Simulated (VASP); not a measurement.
```yaml
crystal:
  lattice:
    - [1.77821, -3.07996, 0.00000]
    - [1.77821, 3.07996, 0.00000]
    - [0.00000, 0.00000, 5.52227]
  atoms:
    - { symbol: Tm, position: [0.33333, 0.66667, 0.25000] }
    - { symbol: Tm, position: [0.66667, 0.33333, 0.75000] }
```

Method: r2SCAN meta-GGA, VASP's PBE PAW potentials (set 64) (plane waves; VASP). Run with 480 eV cut-off, 12×12×6 Γ-centred mesh, first-order Methfessel-Paxton smearing of 0.10 eV, potentials Tm_3.

The 4f electrons are frozen in the core of the lanthanide potential, so 4f levels, which can set the real gap, and their magnetism are missing.

Each relaxation starts from this cell; other phases were not tried.

Question: The cell is relaxed at 5 GPa. What happens?

Answer: The volume per atom goes from 30.24 to 27.60 Å³ (-8.7 %), and the cell becomes a = 3.459 Å, b = 3.459 Å, c = 5.327 Å, α = 90.00°, β = 90.00°, γ = 120.00°, space group P6_3/mmc.

Failed runs are left out, and for metals the shear rows, which the mesh's noise covers.

The compound is Tm in the hcp structure.
